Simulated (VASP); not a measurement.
These are r2SCAN meta-GGA, VASP's PBE PAW potentials (set 64) (plane waves; VASP 6.6.1) values and carry that method's errors. For the first row: Run with 400 eV cut-off, 9×9×2 Γ-centred mesh, tetrahedra with Blöchl corrections, potentials W_sv Se.

```json
[
 {"system": "WSe$_{2}$ (2H layered)", "energy (eV/atom)": "-27.2651"},
 {"system": "W (bcc)", "energy (eV/atom)": "-51.3529"},
 {"system": "Se (trig)", "energy (eV/atom)": "-14.3080"}
]
```

The references are the elements' solids at the same level; no temperature or zero-point terms are added.    Spin-orbit coupling is left out, which shifts such energies by up to tenths of an eV for the heavy elements here.

Q: What is the formation energy per atom of WSe2?

A: The references average (2×(-51.3529) + 4×(-14.3080))/6 = -26.6563 eV, so the formation energy is -27.2651 − (-26.6563) = -0.609 eV/atom.
